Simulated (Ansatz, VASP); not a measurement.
**GaAs in two plane-wave programs**

Wanted: the spread between two codes on one cell, functional and k mesh. The cell is taken from a series of runs on this material, whose earlier steps may have relaxed, scaled, displaced or heated it; both programs get it as it stands.

Main program and level: Ansatz 0.2.0; plane waves, with VASP 6.6.1 beside it; relaxation of cell and atoms at PBE.

## (1) Set-up

The structure is cubic, space group F-43m (No. 216). The conventional cell has a = 5.745 Å, b = 5.745 Å, c = 5.745 Å, α = 90.00°, β = 90.00°, γ = 90.00°. Nearest to Ga lie 4 As at 2.49 Å. Nearest to As lie 4 Ga at 2.49 Å. Farther neighbours are not listed.

## (2) VASP: relaxation of cell and atoms, PBE

The relaxed volume is the usual yardstick between codes: in a stiff, nearly cubic crystal its relative difference is about their pressure difference at one cell divided by the bulk modulus.

Lines of VASP's logs that name or quote its potential files are left out, and so is its time.

INCAR reads:

```
SYSTEM = GaAs
PREC = Accurate
ENCUT = 500
EDIFF = 1E-07
NELM = 120
ISMEAR = 0
SIGMA = 0.02
LREAL = .FALSE.
ALGO = Normal
GGA = PE
NBANDS = 15
LORBIT = 11
LWAVE = .FALSE.
LCHARG = .FALSE.
ISIF = 3
IBRION = 2
NSW = 80
EDIFFG = -0.005
LASPH = .TRUE.
GGA_COMPAT = .FALSE.
NELMIN = 4
EFERMI = MIDGAP
```

POSCAR reads:

```
GaAs
1.0
    0.0000000000      2.8726920000      2.8726920000
    2.8726920000      0.0000000000      2.8726920000
    2.8726920000      2.8726920000      0.0000000000
Ga As
1 1
Direct
    0.0000000000      0.0000000000      0.0000000000
    0.2500000000      0.2500000000      0.2500000000
```

KPOINTS reads:

```
Automatic mesh
0
Gamma
12 12 12
0 0 0
```

PAW data sets: Ga_d and As (PBE family, release 64).

The run is started by

```
$ mpirun -np 1 vasp_std
```

Numbers of over 12 decimals in the logs are rounded to 6 here.

Output:

```text
[banner, memory and clock lines left out]
running    1 mpi-ranks, on    1 nodes
 distrk:  each k-point on    1 cores,    1 groups
 distr:  one band on    1 cores,    1 groups

 POSCAR found type information on POSCAR GaAs
 POSCAR found :  2 types and       2 ions
 LDA part: xc-table for (Slater+PW92), standard interpolation
 POSCAR, INCAR and KPOINTS ok, starting setup
 FFT: planning ... GRIDC
 FFT: planning ... GRID_SOFT
 FFT: planning ... GRID
 WAVECAR not read
 entering main loop
       N       E                     dE             d eps       ncg     rms          rms(c)
DAV:   1     0.794320374522E+02    0.79432E+02   -0.88446E+03  2248   0.159E+03
DAV:   2    -0.210165093894E+01   -0.81534E+02   -0.78000E+02  2405   0.306E+02
DAV:   3    -0.833064795616E+01   -0.62290E+01   -0.62063E+01  2706   0.680E+01
DAV:   4    -0.842427350045E+01   -0.93626E-01   -0.93609E-01  2509   0.925E+00
DAV:   5    -0.842580506577E+01   -0.15316E-02   -0.15315E-02  2931   0.106E+00    0.276E+00
DAV:   6    -0.829157996923E+01    0.13423E+00   -0.22272E-01  3261   0.801E+00    0.165E+00
DAV:   7    -0.827477543104E+01    0.16805E-01   -0.59162E-02  2820   0.176E+00    0.555E-01
DAV:   8    -0.827564695138E+01   -0.87152E-03   -0.97744E-03  2594   0.117E+00    0.932E-02
DAV:   9    -0.827604806729E+01   -0.40112E-03   -0.96067E-04  2615   0.397E-01    0.534E-02
DAV:  10    -0.827611291869E+01   -0.64851E-04   -0.68384E-05  2837   0.796E-02    0.289E-02
DAV:  11    -0.827616685773E+01   -0.53939E-04   -0.79394E-05  2419   0.672E-02    0.377E-03
DAV:  12    -0.827616722182E+01   -0.36409E-06   -0.12638E-06  2720   0.151E-02    0.154E-03
DAV:  13    -0.827616763798E+01   -0.41617E-06   -0.54102E-07  2608   0.549E-03    0.609E-04
DAV:  14    -0.827616763456E+01    0.34197E-08   -0.10606E-08  1997   0.119E-03
   1 F= -.82761676E+01 E0= -.82761676E+01  d E =-.827617E+01
 curvature:   0.00 expect dE= 0.000E+00 dE for cont linesearch  0.000E+00
 trial: gam= 0.00000 g(F)=  0.240E-47 g(S)=  0.174E-03 ort = 0.000E+00 (trialstep = 0.100E+01)
 search vector abs. value=  0.174E-03
 bond charge predicted
       N       E                     dE             d eps       ncg     rms          rms(c)
DAV:   1    -0.827814847609E+01   -0.19808E-02   -0.24233E-02  2699   0.281E+00    0.252E-01
DAV:   2    -0.827664869787E+01    0.14998E-02   -0.24734E-03  2685   0.104E+00    0.116E-01
DAV:   3    -0.827626383334E+01    0.38486E-03   -0.43644E-04  2783   0.383E-01    0.247E-02
DAV:   4    -0.827622932094E+01    0.34512E-04   -0.41526E-05  2515   0.863E-02    0.890E-03
DAV:   5    -0.827622349138E+01    0.58296E-05   -0.35415E-06  2616   0.253E-02    0.173E-03
DAV:   6    -0.827622344326E+01    0.48120E-07   -0.18876E-07  2056   0.556E-03
   2 F= -.82762234E+01 E0= -.82762234E+01  d E =-.558087E-04
 trial-energy change:   -0.000056  1 .order   -0.000047   -0.000174    0.000080
 step:   0.7261(harm=  0.6867)  dis= 0.00000  next Energy=    -8.276234 (dE=-0.665E-04)
 bond charge predicted
       N       E                     dE             d eps       ncg     rms          rms(c)
DAV:   1    -0.827637412063E+01   -0.15063E-03   -0.18000E-03  2706   0.760E-01    0.692E-02
DAV:   2    -0.827626157796E+01    0.11254E-03   -0.18629E-04  2692   0.290E-01    0.319E-02
DAV:   3    -0.827623343447E+01    0.28143E-04   -0.32141E-05  2776   0.104E-01    0.685E-03
DAV:   4    -0.827623123339E+01    0.22011E-05   -0.30500E-06  2466   0.231E-02    0.246E-03
DAV:   5    -0.827623097556E+01    0.25784E-06   -0.26992E-07  2383   0.702E-03    0.465E-04
DAV:   6    -0.827623097903E+01   -0.34725E-08   -0.11880E-08  1248   0.137E-03
   3 F= -.82762310E+01 E0= -.82762310E+01  d E =-.633445E-04
 curvature:  -0.34 expect dE=-0.469E-06 dE for cont linesearch -0.469E-06
 trial: gam=-0.08128 g(F)=  0.935E-47 g(S)=  0.139E-05 ort = 0.156E-04 (trialstep = 0.945E+00)
 search vector abs. value=  0.112E-07
 reached required accuracy - stopping structural energy minimisation
```

From OUTCAR (step 2):

```text
ion  position               nearest neighbor table
   1  0.000  0.000  0.000-   2 2.49   2 2.49   2 2.49   2 2.49
   2  0.250  0.250  0.250-   1 2.49   1 2.49   1 2.49   1 2.49

  LATTYP: Found a face centered cubic cell.
 ALAT       =     5.7453840000

 Subroutine GETGRP returns: Found 24 space group operations
 (whereof 24 operations were pure point group operations)

The static configuration has the point symmetry T_d .

 Found     72 irreducible k-points:

   k-points           NKPTS =     72   k-points in BZ     NKDIM =     72   number of bands    NBANDS=     15

   dimension x,y,z NGX =    30 NGY =   30 NGZ =   30
   dimension x,y,z NGXF=    60 NGYF=   60 NGZF=   60

   ENCUT  =  500.0 eV  36.75 Ry    6.06 a.u.   7.41  7.41  7.41*2*pi/ulx,y,z

   NELECT =      18.0000    total number of electrons

 k-points in reciprocal lattice and weights: Automatic mesh
   0.00000000  0.00000000  0.00000000       0.001
   0.08333333  0.00000000  0.00000000       0.005
   0.16666667  0.00000000  0.00000000       0.005
   0.25000000  0.00000000  0.00000000       0.005
   0.33333333  0.00000000  0.00000000       0.005
   0.41666667  0.00000000  0.00000000       0.005
   0.50000000  0.00000000  0.00000000       0.002
   0.08333333  0.08333333  0.00000000       0.003
   0.16666667  0.08333333  0.00000000       0.014
[...]
-0.33333333  0.50000000  0.16666667       0.007
  -0.25000000  0.50000000  0.25000000       0.003

 average (electrostatic) potential at core
       1 -66.7934       2 -50.7550

 E-fermi :   3.5398

 k-point     1 :       0.0000    0.0000    0.0000
  band No.  band energies     occupation
    ...
      5     -11.1882      2.00000
      6      -8.9060      2.00000
      7       3.4662      2.00000
      8       3.4662      2.00000
      9       3.4662      2.00000
     10       3.6109      0.00000
     11       7.1815      0.00000
     12       7.1815      0.00000
     13       7.1815      0.00000
     14      10.8991      0.00000
    ...

 k-point     2 :       0.0833    0.0000    0.0000
  band No.  band energies     occupation
    ...
      5     -11.1883      2.00000
      6      -8.8302      2.00000
      7       2.1809      2.00000
      8       3.3618      2.00000
      9       3.3618      2.00000
     10       4.5651      0.00000
     11       7.3072      0.00000
     12       7.3391      0.00000
     13       7.3391      0.00000
     14      11.3480      0.00000
    ...

 k-point     3 :       0.1667    0.0000    0.0000
  band No.  band energies     occupation
    ...
      5     -11.1883      2.00000
      6      -8.6094      2.00000
      7       0.7645      2.00000
      8       3.1143      2.00000
      9       3.1143      2.00000
     10       4.8930      0.00000
     11       7.6960      0.00000
     12       7.6960      0.00000
     13       7.9947      0.00000
     14      12.2284      0.00000
    ...

  Total        0.0043814      0.0043814      0.0043814      0.0000000      0.0000000      0.0000000
  in kB        0.1476762      0.1476762      0.1476762      0.0000000      0.0000000      0.0000000
  external PRESSURE =       0.1476762 kB  Pullay stress =       0.0000000 kB

  energy-cutoff  :      500.00
  volume of cell :       47.54
      direct lattice vectors                 reciprocal lattice vectors
    -0.000000000  2.875162119  2.875162119    -0.173903237  0.173903237  0.173903237
     2.875162119 -0.000000000  2.875162119     0.173903237 -0.173903237  0.173903237
     2.875162119  2.875162119 -0.000000000     0.173903237  0.173903237 -0.173903237

 POSITION                                       TOTAL-FORCE (eV/Angst)
 -----------------------------------------------------------------------------------
     -0.00000      0.00000      0.00000        -0.000000      0.000000     -0.000000
      1.43758      1.43758      1.43758         0.000000     -0.000000      0.000000
 -----------------------------------------------------------------------------------
    total drift:                                0.000000      0.000000      0.000000

  FREE ENERGIE OF THE ION-ELECTRON SYSTEM (eV)
  ---------------------------------------------------
  free  energy   TOTEN  =        -8.2762309790 eV

  energy  without entropy=       -8.2762309790  energy(sigma->0) =       -8.27623098

 reached required accuracy - stopping structural energy minimisation

 total charge
# of ion       s       p       d       tot
------------------------------------------
    1        0.883   0.752   9.985  11.621
    2        1.214   1.561   0.028   2.803
--------------------------------------------------
tot          2.098   2.313  10.013  14.424

[... 3 further parts left out ...]
```

## (3) Ansatz: relaxation of cell and atoms, PBE

Ansatz runs on its default PAW (the set named soft_2) files.

The same cell, functional, mesh and smearing now go to Ansatz, which takes its cutoff from its data sets.

input.yaml reads:

```yaml
crystal:
  lattice:
    - [0.0, 2.8726922801, 2.8726922801]
    - [2.8726922801, 0.0, 2.8726922801]
    - [2.8726922801, 2.8726922801, 0.0]
  atoms:
    - { symbol: Ga, position: [0.0, 0.0, 0.0] }
    - { symbol: As, position: [0.25, 0.25, 0.25] }
kpoints:
  mp_grid: { grid: [12, 12, 12] }
hamiltonian:
  xc: pbe
scf:
  occupations: { method: gaussian, width: 0.02 }
output:
  forces: true
  stress: true
  eigenvalues: true
relax:
  adjacent_minimum: "off"
  f_tol: 0.001
  max_steps: 60
  cell: { stress_tol: 0.01 }
```

The run is started by

```
$ ansatz run input.yaml --threads 4 --pin off --max-ram 8192MiB --backend cpu --events-out ev --progress --plain --runs-dir out
```

Output:

```text
Engine: ansatz 0.2.0, aarch64-unknown-linux-gnu
Pseudopotentials: kind: paw
Pseudopotential: Ga, paw, valence charge 13, recommended cutoff 420 eV (normal), Ga.paw.azcp
Pseudopotential: As, paw, valence charge 15, recommended cutoff 420 eV (normal), As.paw.azcp
Functional definition: PBE
  parameter kappa = 0.804
  parameter beta = 0.066725
  exchange = pbe_x(kappa = kappa, mu = beta*pi^2/3)
  correlation = pbe_c(beta = beta)
Crystal: 2 atoms, lattice volume = 47.413 Å³
Basis set: ecut = 420 eV, 941 PW (Γ), exchange–correlation on 60×60×60 points (8 copies of the dense FFT grid, shifted against one another)
Bands: 18, of which v1, the nominal top of the filled ones, is band 14 counted from 1 (13 counted from 0)
Symmetry: 24 space group operations
Space group: F-43m (ITA 216), of the structure as read, at distance tolerance 3.6e-5 Å
k-points: 72 of 1728 (time reversal used)
Non-local potential: Ga, projectors of the file, l = 0: 2, l = 1: 2, l = 2: 3, l = 3: 1
Non-local potential: As, projectors of the file, l = 0: 2, l = 1: 2, l = 2: 3, l = 3: 1
PAW form: soft (Blöchl's): semilocal exchange-correlation on the pseudo side does not see the compensation charge
PAW one-centre angular grid: Ga, 590 points (default); XC on 64 Gauss nodes
PAW one-centre angular grid: As, 590 points (default); XC on 64 Gauss nodes
Initial density: superposition of atomic densities (neutral atoms: chi_scale 0, normalization atom), corrected by the library's trained network
Initial wavefunctions: pseudopotential atomic-orbital guess
Functional: x = pbe(κ = 0.804, μ = 0.219515), c = pbe(β = 0.066725)
SCF iter   1: F=—  HF=-8639.861624 eV  |F-HF|=—  |Δ(HF+E_count)|=         —  Δρ=1.94e-3  dr2=3.12e-3  ethr=1.77e-3  ⟨swp⟩=6.0  Hψ=6006  notcnv=0
preconditioner: auto → none  [insulator: Δε(μ)=0.150 eV  Ē_g=15.262 eV  σ=0.020 eV  W_gap=1.00  n_scr=14 (ndim 8)  ℏωp=22.9 eV  f_vac=0.103  D(μ)=0.00/eV (n_scr^D=0)  ε∞_Penn≈3.2]
SCF iter   2: F=—  HF=-8639.860669 eV  |F-HF|=—  |Δ(HF+E_count)|=   9.55e-4  Δρ=8.62e-4  dr2=3.46e-4  ethr=1.11e-5  ⟨swp⟩=2.0  Hψ=2808  notcnv=0
SCF iter   3: F=—  HF=-8639.860612 eV  |F-HF|=—  |Δ(HF+E_count)|=   5.66e-5  Δρ=2.91e-4  dr2=4.91e-5  ethr=1.24e-6  ⟨swp⟩=2.0  Hψ=2132  notcnv=0
SCF iter   4: F=—  HF=-8639.860629 eV  |F-HF|=—  |Δ(HF+E_count)|=   1.73e-5  Δρ=1.11e-4  dr2=5.46e-6  ethr=1.75e-7  ⟨swp⟩=2.0  Hψ=1944  notcnv=0
SCF iter   5: F=—  HF=-8639.860638 eV  |F-HF|=—  |Δ(HF+E_count)|=   8.38e-6  Δρ=2.16e-5  dr2=1.18e-7  ethr=1.95e-8  ⟨swp⟩=2.0  Hψ=1944  notcnv=0
SCF iter   6: F=-8639.860638 eV  HF=-8639.860638 eV  |F-HF|=7.49e-9  |Δ(HF+E_count)|=   1.74e-7  Δρ=6.21e-6  dr2=1.73e-8  ethr=3.57e-10  ⟨swp⟩=5.0  Hψ=5843  notcnv=0
SCF 1 converged in 6 iterations: F = -8639.860638 eV  dr2 = 1.73e-8
  greatest PAW one-centre occupation: 0.999 electrons in one spin orbital (limit 2), on the As atom at site 1 (counted from 0), in its partial waves of l = 2
relax step   1: F+E_penalty+E_count = -8639.86063782 eV  Δ(F+E_penalty+E_count) = +0.000e0 eV  max|allowed force component| = 1.018e-16 eV/Å  Δτ_max = 0.0000 Å  P = +0.002 GPa  Ω = 47.413 Å³  (6 SCF iters, dr2 threshold 1.00e-7 eV, accepted)
Initial density: handed on by an earlier stage of this run
Initial wavefunctions: pseudopotential atomic-orbital guess (no wavefunctions were taken with the density)
iter 1 solved again at ethr=2.59e-7 eV; its pass at ethr=3.10e-3 eV (dr2=7.24e-5 eV) is discarded
SCF iter   1: F=—  HF=-8639.860638 eV  |F-HF|=—  |Δ(HF+E_count)|=         —  Δρ=6.27e-6  dr2=1.73e-8  ethr=2.59e-7  ⟨swp⟩=3.0  Hψ=9114  notcnv=0
eigensolver tolerance schedule: the retry pair's looser diagonalisation over-reported the residual by 4191.39 of it (diagonalisation noise at 0.54 of the residual, at the tolerance the schedule requests for it); recorded, not acted on — ethr = c·dr2/N_el stays at c = 1.0e-1
preconditioner: auto → none  [insulator: Δε(μ)=0.161 eV  Ē_g=15.249 eV  σ=0.020 eV  W_gap=1.00  n_scr=14 (ndim 8)  ℏωp=22.9 eV  f_vac=0.094  D(μ)=0.00/eV (n_scr^D=0)  ε∞_Penn≈3.3]
SCF iter   2: F=—  HF=-8639.860638 eV  |F-HF|=—  |Δ(HF+E_count)|=   3.49e-7  Δρ=2.90e-6  dr2=3.70e-9  ethr=6.17e-11  ⟨swp⟩=2.0  Hψ=2307  notcnv=0
SCF iter   3: F=—  HF=-8639.860638 eV  |F-HF|=—  |Δ(HF+E_count)|=   5.33e-9  Δρ=1.74e-6  dr2=1.07e-9  ethr=1.32e-11  ⟨swp⟩=2.3  Hψ=2044  notcnv=0
SCF iter   4: F=—  HF=-8639.860638 eV  |F-HF|=—  |Δ(HF+E_count)|=   2.87e-9  Δρ=8.48e-7  dr2=2.79e-10  ethr=3.82e-12  ⟨swp⟩=2.0  Hψ=1944  notcnv=0
SCF iter   5: F=—  HF=-8639.860638 eV  |F-HF|=—  |Δ(HF+E_count)|=  5.37e-10  Δρ=1.60e-7  dr2=1.16e-11  ethr=9.95e-13 (applied; sched 1.00e-12)  ⟨swp⟩=2.3  Hψ=2044  notcnv=0
SCF iter   6: F=-8639.860638 eV  HF=-8639.860638 eV  |F-HF|=3.64e-12  |Δ(HF+E_count)|=  3.64e-11  Δρ=3.53e-8  dr2=4.85e-13  ethr=1.00e-12  ⟨swp⟩=3.1  Hψ=5860  notcnv=0
SCF 2 converged in 6 iterations: F = -8639.860638 eV  dr2 = 4.85e-13
relax step   2: F+E_penalty+E_count = -8639.86063784 eV  Δ(F+E_penalty+E_count) = -1.397e-8 eV  max|allowed force component| = 1.110e-16 eV/Å  Δτ_max = 0.0000 Å  P = +0.002 GPa  Ω = 47.413 Å³  stress off target by 2.28e-3 GPa  SCF on the basis re-selected at this cell (its energy is not comparable with the rows above)  (6 SCF iters)
basis re-selected at this cell: Δ(F+E_penalty+E_count) = -1.397e-8 eV, ΔP = +0.000 GPa vs the last step (what re-selecting the basis moved, of the pressure what is left beyond the Pulay correction that the steps carried, after the strain that the cell walked since its last selection, with what the two solves' SCF thresholds leave and, on support functions, any second-order correction that the steps lacked; it is no m [...]
SCF converged after 6 iterations
Free energy (F): -8639.860638 eV
Harris-Foulkes:  -8639.860638 eV  (|F-HF|=3.64e-12)
Internal energy: -8639.860638 eV  (E = F + TS)
E sigma→0 (E₀):  -8639.860638 eV
Fermi energy:    7.623328 eV
--- Per-component energies (eV) ---
  E_band       = -327.439016
  E_kinetic    = 218.181493
  E_local      = -3985.353638  (includes V_loc(G=0)·N_el)
  E_nonlocal   = -245.776761
  E_hartree    = 2000.991709
  E_xc         = -147.835037
  E_vxc        = -136.630454  (∫ρ·V_xc dr)
  E_paw        = -3824.406672  (= ΣΔE_a)
  E_vpaw       = -179.842938  (= ΣTr[D̂ρ^β])
  E_aug_tail   = -0.000108  (compensation charges beyond the density's cutoff)
  E_ewald      = -2655.661623
  E_smearing   = -0.000000  (= −TS)
  E_closure    = -0.000000  (closes the sum)
  Σ components = -8639.860638   (vs F -8639.860638, Δ=0.00e0)
--- Forces (eV/Å), atoms counted from 1 ---
  atom   1  Ga     0.00000000    -0.00000000     0.00000000
  atom   2  As    -0.00000000     0.00000000    -0.00000000
  max |Σ_I F_I| component: 1.85e-16 eV/Å
--- Stress (GPa, compression-positive) ---
        0.002283      -0.000000       0.000000
       -0.000000       0.002283       0.000000
       -0.000000       0.000000       0.002283
  P = ⅓ Tr σ = 0.0023 GPa (0.023 kbar)
--- Band table (eV; the first three rows and the last of 72) ---
  k-point 0: bands = [... 10 lower, -4.8500, 7.5416, 7.5416, 7.5416, 7.7024, 11.2677, 11.2677, 11.2677]
  k-point 1: bands = [... 10 lower, -4.7738, 6.2606, 7.4371, 7.4371, 8.6518, 11.3930, 11.4256, 11.4256]
  k-point 2: bands = [... 10 lower, -4.5521, 4.8413, 7.1891, 7.1891, 8.9802, 11.7833, 11.7833, 12.0815]
  k-point 71: bands = [... 10 lower, -2.5098, 1.1182, 4.2328, 4.4243, 11.9389, 12.2398, 12.8030, 13.5694]
--- Relaxed structure (1 steps of the walk, 1 accepted, 1 SCFs on fresh bases) ---
  F+E_penalty+E_count = -8639.86063784 eV   max|allowed force component| = 1.110e-16 eV/Å   (the final SCF, on the basis selected at the relaxed cell)
  cell:  # Å, volume = 47.4130 Å³
    - [0.0, 2.8726922801, 2.8726922801]
    - [2.8726922801, 0.0, 2.8726922801]
    - [2.8726922801, 2.8726922801, 0.0]
  atoms:
    - { symbol: Ga, position: [0.0, 0.0, 0.0] }
    - { symbol: As, position: [0.25, 0.25, 0.25] }
```

## (4) Comparison

Known differences besides the potentials themselves: the data sets hold 28 valence electrons in Ansatz (on its default PAW (the set named soft_2) files) and 18 in VASP; the cutoff is 420 eV in Ansatz and 500 eV in VASP; Ansatz adds a Pulay correction to the stress that steers its cell, VASP none. Total energies have different zeros and are not compared.

The two programs side by side:

```
                                         quantity  Ansatz   VASP  difference
                                      volume (Å³)   47.41  47.54     -0.26 %
edge a after relaxation, in the typed setting (Å)   4.063  4.066     -0.09 %
```

## (5) What came out

```
difference in volume (relaxation of cell and atoms, PBE) : -0.26 %
```

What this shows: The difference in volume is -0.26 % (relaxation of cell and atoms, PBE), within the 1.2 % picked in this series as the mark of a large difference, as far as the stopping tolerances let one tell. The data sets hold unlike numbers of valence electrons (28 in Ansatz and 18 in VASP), so part of the differences comes from the potentials. 1 further run of this series is not shown here. How closely two codes agree says nothing of how well the functional describes the real material.

[Lines on the potential files, build, host, timing and source positions are cut from VASP's logs without a mark.]

[Logs are printed without paths, hosts, clocks, repeated set-up lines and the standing remarks that a program may print on its own settings, such as how far it seeks lower states.]

[Hosts, paths, dates, database ids (printed as entryN), source tags and the programs' standing remarks are cut or masked in the printed files.]
